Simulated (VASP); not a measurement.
```
CELL_PARAMETERS angstrom
      3.41640     0.00000     0.00000
      0.00000     3.41640     0.00000
      0.00000     0.00000     3.41640
ATOMIC_POSITIONS crystal
  Si 0.00000 0.00000 0.00000
  Ni 0.00000 0.50000 0.50000
  Ni 0.50000 0.00000 0.50000
  Ni 0.50000 0.50000 0.00000
```

The numbers are results of PBE GGA, VASP's PBE PAW potentials (set 64) (plane waves; VASP), not measurements. Numerical set-up: 500 eV cut-off, 9×9×9 Γ-centred mesh, first-order Methfessel-Paxton smearing of 0.10 eV, potentials Si Ni.

Question: What does the run give for the energy per atom (σ→0), pressure, band gap (on the k-mesh) with the smallest direct gap where there is one?

Answer: 
```json
{
 "band gap (on the k-mesh)": "none (metal, semimetal or under 0.01 eV)",
 "energy per atom (σ→0)": "-5.874 eV/atom",
 "pressure": "19.82 GPa"
}
```

Only differences to runs with the same potentials and settings are physical.

The compound is Ni3Si in the L1_2 structure. It was relaxed first under an external pressure of 20 GPa. The run is not spin-polarised, so no magnetic state was tried.
